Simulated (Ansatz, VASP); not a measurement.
## CuBiSeO: VASP beside Ansatz

Aim: how closely do two programs agree when they are given the same cell, functional and k mesh? The cell is taken from a series of VASP runs on this material, whose earlier steps may have relaxed, scaled or displaced it; both programs get it as it stands. Valence electrons are named where the data sets of a main pair hold unlike numbers.

Calculated with Ansatz 0.2.0; plane waves, with VASP 6.6.1 beside it; band structure at LDA, spin-orbit coupling.

### Step 1. Starting point

It takes space group P4/nmm (No. 129, tetragonal). The conventional cell has a = 3.950 Å, b = 3.950 Å, c = 9.068 Å, α = 90.00°, β = 90.00°, γ = 90.00°. Nearest to Cu lie 4 Se at 2.49 Å. Nearest to Bi lie 4 O at 2.33 Å and 4 Se at 3.31 Å. Nearest to Se lie 4 Cu at 2.49 Å and 4 Bi at 3.31 Å. Nearest to O lie 4 Bi at 2.33 Å. Farther neighbours and most contacts between anions are not listed.

### Step 2. Ansatz: band structure, LDA, spin-orbit coupling

Ansatz runs on its fully relativistic PAW (standard-fr) files.

A single point gives forces, pressure and levels at one fixed geometry, so differences don't come from the geometry; what else differs is listed under the comparison.

Input file input.yaml:

```yaml
crystal:
  lattice:
    - [3.949713, 0.0, 0.0]
    - [0.0, 3.949713, 0.0]
    - [0.0, 0.0, 9.067505]
  atoms:
    - { symbol: Cu, position: [0.0, 0.0, 0.5] }
    - { symbol: Cu, position: [0.5, 0.5, 0.5] }
    - { symbol: Bi, position: [0.0, 0.5, 0.8627160189] }
    - { symbol: Bi, position: [0.5, 0.0, 0.1372839811] }
    - { symbol: Se, position: [0.5, 0.0, 0.6677103666] }
    - { symbol: Se, position: [0.0, 0.5, 0.3322896334] }
    - { symbol: O, position: [0.5, 0.5, 0.0] }
    - { symbol: O, position: [0.0, 0.0, 0.0] }
hamiltonian:
  xc: lda
  pseudopotentials: { kind: paw_fr }
magnetization:
  noncollinear: true
  spin_orbit: true
kpoints:
  mp_grid: { grid: [8, 8, 4] }
  band_path:
    path:
      - [0.0, 0.0, 0.0]
      - [0.0, 0.13333, 0.0]
      - [0.0, 0.3, 0.0]
      - [0.0, 0.46667, 0.0]
      - [0.1, 0.5, 0.0]
      - [0.26667, 0.5, 0.0]
      - [0.43333, 0.5, 0.0]
      - [0.43333, 0.43333, 0.0]
      - [0.26667, 0.26667, 0.0]
      - [0.1, 0.1, 0.0]
      - [0.0, 0.0, 0.03333]
      - [0.0, 0.0, 0.2]
      - [0.0, 0.0, 0.36667]
      - [0.0, 0.0, 0.5]
      - [0.0, 0.16667, 0.5]
      - [0.0, 0.3, 0.5]
      - [0.0, 0.46667, 0.5]
      - [0.1, 0.5, 0.5]
      - [0.26667, 0.5, 0.5]
      - [0.43333, 0.5, 0.5]
      - [0.43333, 0.43333, 0.5]
      - [0.26667, 0.26667, 0.5]
      - [0.1, 0.1, 0.5]
      - [0.0, 0.5, 0.03333]
      - [0.0, 0.5, 0.2]
      - [0.0, 0.5, 0.36667]
      - [0.5, 0.5, 0.0]
      - [0.5, 0.5, 0.16667]
      - [0.5, 0.5, 0.33333]
      - [0.5, 0.5, 0.5]
    npoints: 1
scf:
  occupations: { method: gaussian, width: 0.02 }
  n_extra_bands: 20
output:
  forces: true
  stress: true
  eigenvalues: true
```

The run is started by

```
ansatz run input.yaml --threads 4 --pin off --max-ram 9216MiB --backend cpu --events-out ev --progress --plain --runs-dir out
```

Numbers of over 12 decimals in the logs are rounded to 6 here.

The log of the run:

```text
scf.n_extra_bands = 20 over 112 filled bands (N_el = 112.0): the run solves 132 bands
Engine: ansatz 0.2.0, aarch64-unknown-linux-gnu
Pseudopotentials: kind: paw_fr
Pseudopotential: Cu, paw_fr, valence charge 19, recommended cutoff 420 eV (normal), Cu.paw.azcp#standard-fr
Pseudopotential: Bi, paw_fr, valence charge 15, recommended cutoff 420 eV (normal), Bi.paw.azcp#standard-fr
Pseudopotential: Se, paw_fr, valence charge 16, recommended cutoff 420 eV (normal), Se.paw.azcp#standard-fr
Pseudopotential: O, paw_fr, valence charge 6, recommended cutoff 420 eV (normal), O.paw.azcp#standard-fr
Functional definition: SPW92
  exchange = slater_x
  correlation = pw_c
non-collinear run that drives no moment, with spin-orbit: no starting moment large enough to seed its density (crystal.atoms[].spin), no starting occupations that ask for one, no magnetisation constraint and no magnetic field, so the semilocal B_xc is pinned to zero
Crystal: 8 atoms, lattice volume = 141.455 Å³
Basis set: ecut = 420 eV, 2767 PW (Γ)
Bands: 132, of which v1, the nominal top of the filled ones, is band 112 counted from 1 (111 counted from 0)
Symmetry: 16 space group operations + 16 with time reversal
Magnetic group: BNS 129.412 (UNI 1072), of the structure as read, at distance tolerance 5.2e-5 Å
k-points: 45 of 256
Projection manifold: j_resolved (fully-relativistic pseudo-atomic orbitals)
Non-local potential: Cu, projectors of the file, l = 0: 3, l = 1: 4, l = 2: 6, l = 3: 2
Non-local potential: Bi, projectors of the file, l = 0: 2, l = 1: 4, l = 2: 4, l = 3: 4
Non-local potential: Se, projectors of the file, l = 0: 2, l = 1: 4, l = 2: 6, l = 3: 2
Non-local potential: O, projectors of the file, l = 0: 2, l = 1: 4, l = 2: 2
PAW form: soft (Blöchl's): semilocal exchange-correlation on the pseudo side does not see the compensation charge
PAW frozen core: Cu, regenerated for the run's functional, and the local potential with it (the file was generated under x = pbe(κ = 0.804, μ = 0.219515), c = pbe(β = 0.066725))
PAW frozen core: Bi, regenerated for the run's functional, and the local potential with it (the file was generated under x = pbe(κ = 0.804, μ = 0.219515), c = pbe(β = 0.066725))
PAW frozen core: Se, regenerated for the run's functional, and the local potential with it (the file was generated under x = pbe(κ = 0.804, μ = 0.219515), c = pbe(β = 0.066725))
PAW frozen core: O, regenerated for the run's functional, and the local potential with it (the file was generated under x = pbe(κ = 0.804, μ = 0.219515), c = pbe(β = 0.066725))
PAW one-centre angular grid: Cu, 590 points (default); XC on 64 Gauss nodes
PAW one-centre angular grid: Bi, 590 points (default); XC on 64 Gauss nodes
PAW one-centre angular grid: Se, 590 points (default); XC on 64 Gauss nodes
PAW one-centre angular grid: O, 110 points (default); XC on 64 Gauss nodes
Initial density: superposition of atomic densities (chi_scale 0.1, normalization cell, long waves 70 % of neutral atoms (reshape's long-wave potential 1.70 eV rms, cloud 2.68 Å wide))
Initial wavefunctions: pseudopotential atomic-orbital guess
Functional: x = slater, c = lda
SCF iter   1: F=—  HF=-49248.463027 eV  |F-HF|=—  |Δ(HF+E_count)|=         —  Δρ=1.00e-1  dr2=5.77e1  dr2_m=0.00e0 (ungated)  ethr=3.10e-3  |M|=0.00e0 ∫|m|=0.00e0 μB  |m|>n=0.0e0 m-floor=0.0e0 τ_xc=0.0e0  β_m=0.30  ⟨swp⟩=6.9  Hψ=13680  notcnv=0  defer=80
preconditioner: auto → Resta (q_TF=auto, 2.624 Å⁻¹)  ε∞=4.8  [insulator: Δε(μ)=0.027 eV  Ē_g=14.033 eV  σ=0.020 eV  W_gap=0.63  n_scr=46 (ndim 8)  ℏωp=27.2 eV  f_vac=0.000  D(μ)=1.54/eV (n_scr^D=4)  ε∞_Penn≈4.8]
spin=Noncollinear: Resta preconditioning applied to the charge; magnetization (m_x, m_y, m_z) channels mix plain (no charge-response kernel on spin).
SCF iter   2: F=—  HF=-49242.189541 eV  |F-HF|=—  |Δ(HF+E_count)|=    6.27e0  Δρ=3.93e-2  dr2=8.46e0  dr2_m=0.00e0 (ungated)  ethr=3.10e-3  |M|=0.00e0 ∫|m|=0.00e0 μB  |m|>n=0.0e0 m-floor=0.0e0 τ_xc=0.0e0  β_m=0.33  ⟨swp⟩=3.0  Hψ=5390  notcnv=0  defer=660
SCF iter   3: F=—  HF=-49240.819457 eV  |F-HF|=—  |Δ(HF+E_count)|=    1.37e0  Δρ=1.92e-2  dr2=2.46e0  dr2_m=0.00e0 (ungated)  ethr=3.10e-3  |M|=0.00e0 ∫|m|=0.00e0 μB  |m|>n=0.0e0 m-floor=0.0e0 τ_xc=0.0e0  β_m=0.42  ⟨swp⟩=2.0  Hψ=4166  notcnv=0  defer=696
SCF iter   4: F=—  HF=-49240.555935 eV  |F-HF|=—  |Δ(HF+E_count)|=   2.64e-1  Δρ=2.56e-2  dr2=9.80e-1  dr2_m=0.00e0 (ungated)  ethr=2.19e-3  |M|=0.00e0 ∫|m|=0.00e0 μB  |m|>n=0.0e0 m-floor=0.0e0 τ_xc=0.0e0  β_m=0.43  ⟨swp⟩=2.8  Hψ=3700  notcnv=0  defer=696
SCF iter   5: F=—  HF=-49240.485279 eV  |F-HF|=—  |Δ(HF+E_count)|=   7.07e-2  Δρ=5.33e-3  dr2=3.95e-2  dr2_m=0.00e0 (ungated)  ethr=8.75e-4  |M|=0.00e0 ∫|m|=0.00e0 μB  |m|>n=0.0e0 m-floor=0.0e0 τ_xc=0.0e0  β_m=0.48  ⟨swp⟩=2.1  Hψ=3896  notcnv=0  defer=692
SCF iter   6: F=—  HF=-49240.481372 eV  |F-HF|=—  |Δ(HF+E_count)|=   3.91e-3  Δρ=3.76e-3  dr2=6.08e-2  dr2_m=0.00e0 (ungated)  ethr=3.52e-5  |M|=0.00e0 ∫|m|=0.00e0 μB  |m|>n=0.0e0 m-floor=0.0e0 τ_xc=0.0e0  β_m=0.55  ⟨swp⟩=2.6  Hψ=3940  notcnv=0  defer=692
SCF iter   7: F=—  HF=-49240.473976 eV  |F-HF|=—  |Δ(HF+E_count)|=   7.40e-3  Δρ=1.60e-3  dr2=3.38e-3  dr2_m=0.00e0 (ungated)  ethr=3.52e-5  |M|=0.00e0 ∫|m|=0.00e0 μB  |m|>n=0.0e0 m-floor=0.0e0 τ_xc=0.0e0  β_m=0.71  ⟨swp⟩=2.4  Hψ=3290  notcnv=0  defer=692
SCF iter   8: F=—  HF=-49240.474269 eV  |F-HF|=—  |Δ(HF+E_count)|=   2.93e-4  Δρ=9.91e-4  dr2=1.81e-3  dr2_m=0.00e0 (ungated)  ethr=3.01e-6  |M|=0.00e0 ∫|m|=0.00e0 μB  |m|>n=0.0e0 m-floor=0.0e0 τ_xc=0.0e0  β_m=0.78  ⟨swp⟩=2.2  Hψ=3428  notcnv=0  defer=692
SCF iter   9: F=—  HF=-49240.474136 eV  |F-HF|=—  |Δ(HF+E_count)|=   1.33e-4  Δρ=1.24e-4  dr2=5.19e-5  dr2_m=0.00e0 (ungated)  ethr=1.62e-6  |M|=0.00e0 ∫|m|=0.00e0 μB  |m|>n=0.0e0 m-floor=0.0e0 τ_xc=0.0e0  β_m=0.73  ⟨swp⟩=2.0  Hψ=3017  notcnv=0  defer=692
SCF iter  10: F=—  HF=-49240.474333 eV  |F-HF|=—  |Δ(HF+E_count)|=   1.98e-4  Δρ=7.43e-5  dr2=6.57e-6  dr2_m=0.00e0 (ungated)  ethr=4.64e-8  |M|=0.00e0 ∫|m|=0.00e0 μB  |m|>n=0.0e0 m-floor=0.0e0 τ_xc=0.0e0  β_m=0.87  ⟨swp⟩=2.0  Hψ=4987  notcnv=0  defer=692
SCF iter  11: F=—  HF=-49240.474334 eV  |F-HF|=—  |Δ(HF+E_count)|=   8.74e-7  Δρ=2.40e-5  dr2=1.20e-6  dr2_m=0.00e0 (ungated)  ethr=5.87e-9  |M|=0.00e0 ∫|m|=0.00e0 μB  |m|>n=0.0e0 m-floor=0.0e0 τ_xc=0.0e0  β_m=0.81  ⟨swp⟩=2.0  Hψ=3476  notcnv=0  defer=692
SCF iter  12: F=—  HF=-49240.474334 eV  |F-HF|=—  |Δ(HF+E_count)|=   7.57e-8  Δρ=1.47e-5  dr2=3.01e-7  dr2_m=0.00e0 (ungated)  ethr=1.08e-9  |M|=0.00e0 ∫|m|=0.00e0 μB  |m|>n=0.0e0 m-floor=0.0e0 τ_xc=0.0e0  β_m=0.66  ⟨swp⟩=2.0  Hψ=3871  notcnv=0  defer=692
SCF iter  13: F=-49240.474334 eV  HF=-49240.474334 eV  |F-HF|=3.97e-8  |Δ(HF+E_count)|=   4.30e-8  Δρ=6.95e-6  dr2=5.53e-8  dr2_m=0.00e0 (ungated)  ethr=8.93e-11  |M|=0.00e0 ∫|m|=0.00e0 μB  |m|>n=0.0e0 m-floor=0.0e0 τ_xc=0.0e0  ⟨swp⟩=11.9  Hψ=14020  notcnv=0
SCF 1 converged in 13 iterations: F = -49240.474334 eV  dr2 = 5.53e-8
  greatest PAW one-centre occupation: 1.000 electrons in one spin orbital (limit 2), on the Cu atom at site 1 (counted from 0), in its partial waves of l = 0
NSCF: frozen V_eff on 30 k-points
SCF converged after 13 iterations
Magnetization: |M| = 0.0000 μB,  M = (+0.0000, +0.0000, +0.0000) μB
Absolute magnetization: 0.0000 μB (∫|m|)
  site 0: m = (+0.0000, +0.0000, +0.0000) μB, |m| = 0.0000 μB  (R = 1.03 Å)
  site 1: m = (+0.0000, +0.0000, +0.0000) μB, |m| = 0.0000 μB  (R = 1.03 Å)
  site 2: m = (+0.0000, +0.0000, +0.0000) μB, |m| = 0.0000 μB  (R = 0.96 Å)
  site 3: m = (+0.0000, +0.0000, +0.0000) μB, |m| = 0.0000 μB  (R = 0.96 Å)
  site 4: m = (+0.0000, +0.0000, +0.0000) μB, |m| = 0.0000 μB  (R = 1.03 Å)
  site 5: m = (+0.0000, +0.0000, +0.0000) μB, |m| = 0.0000 μB  (R = 1.03 Å)
  site 6: m = (+0.0000, +0.0000, +0.0000) μB, |m| = 0.0000 μB  (R = 0.96 Å)
  site 7: m = (+0.0000, +0.0000, +0.0000) μB, |m| = 0.0000 μB  (R = 0.96 Å)
Free energy (F): -49240.474334 eV
Harris-Foulkes:  -49240.474334 eV  (|F-HF|=3.97e-8)
Internal energy: -49240.474031 eV  (E = F + TS)
E sigma→0 (E₀):  -49240.474183 eV
Entropy (-TS):   -0.000303 eV (-0.038 meV/atom)
Fermi energy:    11.619292 eV
--- Per-component energies (eV) ---
  E_band       = -1702.321542
  E_kinetic    = 1792.700077
  E_local      = -20215.512267  (includes V_loc(G=0)·N_el)
  E_nonlocal   = 863.912639
  E_hartree    = 8959.754581
  E_xc         = -831.743017
  E_vxc        = -903.611187  (∫ρ·V_xc dr)
  E_paw        = -27937.306212  (= ΣΔE_a)
  E_vpaw       = -1159.294797  (= ΣTr[D̂ρ^β])
  E_aug_tail   = 0.003009  (compensation charges beyond the density's cutoff)
  E_ewald      = -11877.881013
  E_core_change = 5.598172  (= ΣΔE_core)
  E_smearing   = -0.000303  (= −TS)
  E_closure    = 0.000000  (closes the sum)
  Σ components = -49240.474334   (vs F -49240.474334, Δ=0.00e0)
--- Forces (eV/Å), atoms counted from 1 ---
  atom   1  Cu     0.00000000     0.00000000    -0.00000000
  atom   2  Cu     0.00000000     0.00000000     0.00000000
  atom   3  Bi     0.00000000     0.00000000     0.08568467
  atom   4  Bi     0.00000000     0.00000000    -0.08568467
  atom   5  Se     0.00000000     0.00000000    -0.18895789
  atom   6  Se     0.00000000     0.00000000     0.18895789
  atom   7  O      0.00000000     0.00000000     0.00000000
  atom   8  O      0.00000000     0.00000000    -0.00000000
  max |Σ_I F_I| component: 1.39e-17 eV/Å
--- Stress (GPa, compression-positive) ---
       -5.782032       0.000000       0.000000
        0.000000      -5.782032       0.000000
        0.000000       0.000000      -4.864639
  P = ⅓ Tr σ = -5.4762 GPa (-54.762 kbar)
--- Band table (eV; the first three rows and the last of 45) ---
  k-point 0: bands = [... 108 lower, 11.1497, 11.1497, 11.4319, 11.4319, 11.5801, 11.5801, 12.1781, 12.1781, ... 16 higher]
  k-point 1: bands = [... 108 lower, 11.2332, 11.2332, 11.5554, 11.5554, 11.6205, 11.6205, 11.9240, 11.9240, ... 16 higher]
  k-point 2: bands = [... 108 lower, 11.3515, 11.3515, 11.3969, 11.3969, 11.6824, 11.6824, 11.8373, 11.8373, ... 16 higher]
  k-point 44: bands = [... 108 lower, 10.4649, 10.4649, 10.4649, 10.4649, 12.6382, 12.6382, 12.6382, 12.6382, ... 16 higher]
```

Wall time 99 s (4 threads of Arm Neoverse V2, shared host); peak memory 2.1 GiB; 6.5 min of CPU time.

In the SCF lines HF is the Harris–Foulkes energy and dr2 the Hartree energy of the density residual, in eV; the loop may stop once dr2 is under the threshold and the program's other checks hold. Hψ counts applications of the Hamiltonian.

[end of part 1 of 2]

[Lines on the potential files, build, host, timing and source positions are cut from VASP's logs without a mark.]

[Logs are printed without paths, hosts, clocks, repeated set-up lines and the standing remarks that a program may print on its own settings, such as how far it seeks lower states.]

[Hosts, paths, dates, database ids (printed as entryN), source tags and the programs' standing remarks are cut or masked in the printed files.]
